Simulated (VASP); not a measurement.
An input for Ansatz (written as the equivalent of a VASP run, and not itself run):

Ansatz 0.2 input:
```yaml
crystal:
  lattice:
    - [0.0000000, 2.9471419, 2.9471419]
    - [2.9471419, 0.0000000, 2.9471419]
    - [2.9471419, 2.9471419, 0.0000000]
  atoms:
    - { symbol: Al, position: [0.2500000, 0.2500000, 0.2500000] }
    - { symbol: Al, position: [0.7500000, 0.7500000, 0.7500000] }
    - { symbol: Pt, position: [0.0000000, 0.0000000, 0.0000000] }
kpoints:
  mp_grid: { grid: [8, 8, 8] }
hamiltonian:
  xc: r2scan
  pseudopotentials: { kind: paw }
scf:
  occupations: { method: methfessel_paxton, width: 0.1 }
  max_iter: 100
relax:
  max_steps: 60
  f_tol: 0.02
  cell: {}
output: { forces: true, stress: true, eigenvalues: true }
```

Task: Translate this input to VASP (INCAR, KPOINTS, POSCAR, choice of POTCAR).

Result: This is not unique; one that fits is 
INCAR:
```
LMAXMIX = 6   ! l cut-off of mixed one-centre charges
ISMEAR = 1   ! Methfessel-Paxton
LREAL = .False.
PREC = Accurate
ENCUT = 400   ! plane-wave cut-off (eV)
ISIF = 3   ! ions, shape and volume
EDIFFG = -0.02   ! ionic stop
NELM = 100   ! most electronic steps
LWAVE = .False.
NSW = 60   ! most ionic steps
LMIXTAU = .True.
IBRION = 2   ! conjugate gradients
METAGGA = R2SCAN
ALGO = Normal
LCHARG = .False.
LASPH = .True.   ! aspherical one-centre terms
SYSTEM = PtAl2
SIGMA = 0.1   ! width (eV)
EDIFF = 1E-6   ! SCF stop (eV)
```

### KPOINTS
```
Automatic
0
G
8 8 8
```

POSCAR:
```
PtAl2
1
   -0.0000000000     2.9471418606     2.9471418606
    2.9471418606    -0.0000000000     2.9471418606
    2.9471418606     2.9471418606    -0.0000000000
Al Pt
2 1
Direct
  0.2500000000   0.2500000000   0.2500000000
  0.7500000000   0.7500000000   0.7500000000
  0.0000000000   0.0000000000   0.0000000000
```

POTCAR, in this order: Al Pt (PBE.64 set). Program: vasp_std.

The two are equivalent in intent, not identical: each code has its own PAW files, so the cut-off isn't converted (ENCUT is set for VASP's; basis.ecutwfc is left out, and Ansatz then takes the one that its files recommend); Ansatz stops its SCF on the density residual and VASP on the energy change (EDIFF).

The compound is PtAl2 in the fluorite structure. This run relaxes it. Symmetry was kept, so distortions that lower it aren't found. The start is the result of an earlier pass.
